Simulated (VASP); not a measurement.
Here is the system:

```
CELL_PARAMETERS angstrom
      0.00000     2.97108     2.97108
      2.97108     0.00000     2.97108
      2.97108     2.97108     0.00000
ATOMIC_POSITIONS crystal
  Pb 0.00000 0.00000 0.00000
  Se 0.50000 0.50000 0.50000
```

Method: PBEsol GGA, VASP's PBE PAW potentials (set 64) (plane waves; VASP). Run with 500 eV cut-off, 8×8×8 Γ-centred mesh, Gaussian smearing of 0.050 eV, potentials Pb_d Se.

Unless said otherwise, spin-orbit coupling is left out, though it shifts the bands of the heavy elements here.

Q: What does the run give for the energy per atom (σ→0), pressure, band gap (on the k-mesh) with the smallest direct gap where there is one?

A: 
The band gap (on the k-mesh) is 0.13 eV and the smallest direct gap (on the k-mesh) is 0.13 eV. The energy per atom (σ→0) is -4.427 eV/atom and the pressure is 4.94 GPa.

The absolute energy has meaning only against runs of the same code, potentials and settings.

The compound is PbSe in the rock salt structure. It was relaxed first under an external pressure of 5 GPa.
